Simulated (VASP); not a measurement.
Runs of VASP 6.6.1 on MoS2. The structure is hexagonal, space group P6_3/mmc (No. 194). Conventional cell: a = 3.161 Å, b = 3.161 Å, c = 15.983 Å, α = 90.00°, β = 90.00°, γ = 120.00°. Mo (site symmetry -6m2) has 6 S at 2.40 Å as nearest neighbours. S (site symmetry 3m) is surrounded by 3 Mo at 2.40 Å. The cell was built by a generator and needn't be a form met in nature.

```csv
level,potentials or basis,further INCAR settings,gap on the mesh (eV),pressure (GPa),largest force (eV/Å)
vdW-DF2,"VASP PAW PBE potentials, release 64 (Mo_sv, S)",ALGO = Fast; EDIFF = 1e-06,(c),(d),1.08
optB86b-vdW,"VASP PAW PBE potentials, release 64 (Mo_sv, S)",ALGO = Fast; EDIFF = 1e-06,1.86,0.2,0.14
LDA,"VASP PAW LDA potentials, release 64 (Mo_sv, S)",ALGO = Fast; EDIFF = 1e-06,(b),-3.9,0.47
SCAN,"VASP PAW PBE potentials, release 64 (Mo_sv, S)",ALGO = Normal; EDIFF = 1e-06,(a),-0.2,0.17
PBEsol,"VASP PAW PBE potentials, release 64 (Mo_sv, S)",ALGO = Fast; EDIFF = 1e-06,1.88,-2.0,0.25
```

Alike in all rows: task single point; no spin polarisation; cell as given; k mesh 8 × 8 × 2; cutoff (eV) 520; smearing fermi-dirac 0.05 eV.

Estimate the missing entries.

(a) 1.98; (b) 1.87; (c) 1.83; (d) 9.2.

Caveats: the PAW data sets were made with another functional, which shifts forces and pressure a little (some runs); this functional lacks dispersion, which binds the layers, so the pressure and a relaxed spacing across them are unreliable (some runs).

A k mesh can miss the band edges, and the runs leave out spin-orbit coupling on Mo.

Runs at the PBE level aren't shown here.
